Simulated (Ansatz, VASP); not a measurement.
# AlN in two plane-wave programs, part 2 of 2

Wanted: the spread between two codes on one cell, functional and k mesh. The structure shown is the start of the Ansatz relaxation below; VASP solves that cell, so the two are compared at the walk's first step.

VASP 6.6.1 and Ansatz 0.2.0.

So far. Step 3 (VASP: single point, PBE, start cell, pair 1): The run ends at a pressure of 13.35 GPa, with forces up to 0.0088 eV/Å.

### 7. VASP: single point, PBE, start cell, pair 2

Level of this step: PBE; plane waves and PAW (N, Al) (VASP).

The same cell, functional and mesh now go to VASP, with its own data sets.

Input file INCAR:

```
SYSTEM = AlN
PREC = Accurate
ENCUT = 520
EDIFF = 1E-06
NELM = 120
ISMEAR = 0
SIGMA = 0.01
LREAL = .FALSE.
ALGO = Normal
GGA = PE
NBANDS = 14
LORBIT = 11
LWAVE = .FALSE.
LCHARG = .FALSE.
ISIF = 2
LASPH = .TRUE.
GGA_COMPAT = .FALSE.
EFERMI = MIDGAP
```

Input file POSCAR:

```
AlN
1.0
    3.0485190000      0.0000000000      0.0000000000
   -1.5242600000      2.6400950000      0.0000000000
    0.0000000000      0.0000000000      4.8652700000
N Al
2 2
Direct
    0.3333333795      0.6666665404      0.3814162421
    0.6666669485      0.3333334596      0.8814162421
    0.3333333795      0.6666665404      0.9985838402
    0.6666669485      0.3333334596      0.4985838402
```

Input file KPOINTS:

```
Automatic mesh
0
Gamma
9 9 6
0 0 0
```

PAW data sets: N and Al (PBE family, release 64).

Started as:

```console
$ mpirun -np 1 vasp_std
```

Numbers of over 12 decimals in the logs are rounded to 6 here.

What it wrote:

```text
[... set-up lines as in an earlier step ...]
 entering main loop
       N       E                     dE             d eps       ncg     rms          rms(c)
DAV:   1     0.474504964512E+02    0.47450E+02   -0.75404E+03  1344   0.103E+03
DAV:   2    -0.308806337308E+02   -0.78331E+02   -0.72056E+02  1898   0.210E+02
DAV:   3    -0.345834699285E+02   -0.37028E+01   -0.36901E+01  1770   0.478E+01
DAV:   4    -0.346072496663E+02   -0.23780E-01   -0.23777E-01  1548   0.442E+00
[...]
DAV:  11    -0.295943981115E+02    0.92393E-04   -0.24540E-04  1746   0.123E-01    0.320E-02
DAV:  12    -0.295944000075E+02   -0.18961E-05   -0.13801E-05  1626   0.322E-02    0.979E-03
DAV:  13    -0.295944000209E+02   -0.13309E-07   -0.30070E-06  1776   0.134E-02
   1 F= -.29594400E+02 E0= -.29594400E+02  d E =0.000000E+00
```

Parts of OUTCAR (step 7):

```text
  Total        4.6243777      4.6243781      4.5418699     -0.0000009     -0.0000000      0.0000000
  in kB      189.2119120    189.2119267    185.8360048     -0.0000358     -0.0000000      0.0000000
  external PRESSURE =     188.0866145 kB  Pullay stress =       0.0000000 kB

 POSITION                                       TOTAL-FORCE (eV/Angst)
 -----------------------------------------------------------------------------------
     -0.00000      1.76006      1.85569         0.000000     -0.000000      0.010403
      1.52426      0.88003      4.28833        -0.000000      0.000000      0.010403
     -0.00000      1.76006      4.85838        -0.000000      0.000000     -0.010403
      1.52426      0.88003      2.42575         0.000000      0.000000     -0.010403
 -----------------------------------------------------------------------------------
    total drift:                               -0.000375      0.000156     -0.000074

  FREE ENERGIE OF THE ION-ELECTRON SYSTEM (eV)
  ---------------------------------------------------
  free  energy   TOTEN  =       -29.5944000209 eV

  energy  without entropy=      -29.5944000209  energy(sigma->0) =      -29.59440002

[... 1 part as in an earlier step ...]

[... 2 further parts left out ...]
[key lines of the parts left out:]
E-fermi :   9.2033
```

The run ends at a pressure of 18.81 GPa, with forces up to 0.010 eV/Å.

### 8. Side by side

The forces differ by 0.38 meV/Å r.m.s.; no other quantity is compared for this pair.

### 9. Other set-ups

Further runs change the set-up of one program: Ansatz's method, potentials or start, or VASP's data sets, cutoff or form of LDA. The table gives that difference for each run.

```
                         run  r.m.s. force difference (meV/Å)
                    as above                             0.38
VASP with a cutoff of 600 eV (perhaps on Ansatz's relaxed cell)                             0.37
```

### 10. Ansatz: relaxation, PBE

The two programs are compared at the cell with which this relaxation starts, whose forces are those of its first step. The cell compared in this pair holds 41.71 Å³, against 39.16 Å³ for the pair before.

The structure compared here is the start of the Ansatz relaxation; VASP solves that cell, so the two are compared at the walk's first step.

Input file input.yaml:

```yaml
crystal:
  lattice:
    - [3.1087656634, 0.0, 0.0]
    - [-1.5543828317, 2.6922700389, 0.0]
    - [0.0, 0.0, 4.9836443321]
  atoms:
    - { symbol: "N", position: [0.3333333333, 0.6666666667, 0.3807710102] }
    - { symbol: "N", position: [0.6666666667, 0.3333333333, 0.8807710102] }
    - { symbol: Al, position: [0.3333333333, 0.6666666667, -0.0007710102] }
    - { symbol: Al, position: [0.6666666667, 0.3333333333, 0.4992289898] }
kpoints:
  mp_grid: { grid: [9, 9, 6] }
hamiltonian:
  xc: pbe
  pseudopotentials: { kind: paw, azcp: { folder: soft_1 } }
scf:
  occupations: { method: fixed }
output:
  forces: true
  stress: true
  eigenvalues: true
relax:
  adjacent_minimum: "off"
  f_tol: 0.001
  max_steps: 60
  cell: { stress_tol: 0.01, fix: [volume] }
```

Started as:

```console
$ ansatz run input.yaml --threads 4 --pin off --max-ram 16384MiB --backend cpu --events-out ev --progress --plain --runs-dir out
```

What it wrote:

```text
[...]
Crystal: 4 atoms, lattice volume = 41.711 Å³
Basis set: ecut = 420 eV, 809 PW (Γ), exchange–correlation on 48×48×72 points (8 copies of the dense FFT grid, shifted against one another)
Bands: 12, of which v1, the nominal top of the filled ones, is band 8 counted from 1 (7 counted from 0)
Symmetry: 12 space group operations
[...]
k-points: 48 of 486 (time reversal used)
[...]
--- Relaxed structure (4 steps of the walk, 4 accepted, 1 SCFs on fresh bases) ---
[...]
cell:  # Å, volume = 41.7113 Å³
    - [3.110084, 0, 0]
    - [-1.555042, 2.693412, 0]
    - [0, 0, 4.979420]
  atoms:
    - { symbol: N, position: [0.333333, 0.666667, 0.380951] }
    - { symbol: N, position: [0.666667, 0.333333, 0.880951] }
    - { symbol: Al, position: [0.333333, 0.666667, -0.000951468] }
    - { symbol: Al, position: [0.666667, 0.333333, 0.499049] }
[key lines of the parts left out:]
SCF converged after 6 iterations
Free energy (F): -1848.508651 eV
Fermi energy:    7.163807 eV
P = ⅓ Tr σ = 4.0593 GPa (40.593 kbar)
```

### 11. VASP: single point, PBE, start cell, pair 3

The same cell, functional and mesh now go to VASP, with its own data sets.

INCAR is that of step 7.

Input file POSCAR:

```
AlN
1.0
    3.1087660000      0.0000000000      0.0000000000
   -1.5543830000      2.6922700000      0.0000000000
    0.0000000000      0.0000000000      4.9836440000
N Al
2 2
Direct
    0.3333333952      0.6666667905      0.3807709780
    0.6666666048      0.3333332095      0.8807709780
    0.3333333952      0.6666667905      0.9992290782
    0.6666666048      0.3333332095      0.4992290782
```

KPOINTS is that of step 7.

Started as:

```console
$ mpirun -np 1 vasp_std
```

What it wrote:

```text
[... set-up lines as in an earlier step ...]
 entering main loop
       N       E                     dE             d eps       ncg     rms          rms(c)
DAV:   1     0.450097180285E+02    0.45010E+02   -0.74515E+03  1344   0.102E+03
DAV:   2    -0.306450651808E+02   -0.75655E+02   -0.69383E+02  1820   0.204E+02
DAV:   3    -0.344963434591E+02   -0.38513E+01   -0.38371E+01  1800   0.486E+01
DAV:   4    -0.345238920526E+02   -0.27549E-01   -0.27545E-01  1530   0.469E+00
[...]
DAV:  11    -0.297703899202E+02    0.96989E-04   -0.24595E-04  1716   0.122E-01    0.352E-02
DAV:  12    -0.297703923777E+02   -0.24575E-05   -0.14511E-05  1566   0.333E-02    0.108E-02
DAV:  13    -0.297703923482E+02    0.29499E-07   -0.45464E-06  1776   0.162E-02
   1 F= -.29770392E+02 E0= -.29770392E+02  d E =0.000000E+00
```

OUTCAR, selected parts (step 11):

```text
  Total        1.0377595      1.0377593      0.9799287      0.0000000      0.0000000      0.0000000
  in kB       39.8615018     39.8614920     37.6401548      0.0000000      0.0000000      0.0000000
  external PRESSURE =      39.1210495 kB  Pullay stress =       0.0000000 kB

 POSITION                                       TOTAL-FORCE (eV/Angst)
 -----------------------------------------------------------------------------------
     -0.00000      1.79485      1.89763         0.000000      0.000000      0.006702
      1.55438      0.89742      4.38945        -0.000000     -0.000000      0.006702
     -0.00000      1.79485      4.97980         0.000000     -0.000000     -0.006702
      1.55438      0.89742      2.48798         0.000000     -0.000000     -0.006702
 -----------------------------------------------------------------------------------
    total drift:                               -0.000000     -0.000220      0.000466

  FREE ENERGIE OF THE ION-ELECTRON SYSTEM (eV)
  ---------------------------------------------------
  free  energy   TOTEN  =       -29.7703923482 eV

  energy  without entropy=      -29.7703923482  energy(sigma->0) =      -29.77039235

[... 1 part as in an earlier step ...]

[... 2 further parts left out ...]
[key lines of the parts left out:]
E-fermi :   8.2732
```

The run ends at a pressure of 3.91 GPa, with forces up to 0.0067 eV/Å.

### 12. Comparison

The forces differ by 0.44 meV/Å r.m.s.; no other quantity is compared for this pair.

### 13. What the set-up changes

Further runs change the set-up of one program: Ansatz's method, potentials or start, or VASP's data sets, cutoff or form of LDA. The table gives that difference for each run.

```
                         run  r.m.s. force difference (meV/Å)
                    as above                             0.44
VASP with a cutoff of 600 eV (perhaps on Ansatz's relaxed cell)                             0.44
```

### 14. Outcome

```json
{
  "r.m.s. force difference (single point, PBE, start cell, pair 1)": "0.4 meV/Å",
  "r.m.s. force difference (single point, PBE, start cell, pair 2)": "0.38 meV/Å",
  "r.m.s. force difference (single point, PBE, start cell, pair 3)": "0.44 meV/Å"
}
```

In words: The r.m.s. force difference is 0.44 meV/Å (single point, PBE, start cell, pair 3), within the 12 meV/Å picked in this series as the mark of a large difference. 9 further runs of this series are not shown here. How closely two codes agree says nothing of how well the functional describes the real material.

[Lines on the potential files, build, host, timing and source positions are cut from VASP's logs without a mark.]

[Logs are printed without paths, hosts, clocks, repeated set-up lines and the standing remarks that a program may print on its own settings, such as how far it seeks lower states.]

[Hosts, paths, dates, database ids (printed as entryN), source tags and the programs' standing remarks are cut or masked in the printed files.]

[Rows of further runs with another cutoff or data set may stand on the cell that Ansatz relaxed, not on the start cell of the pair above them.]
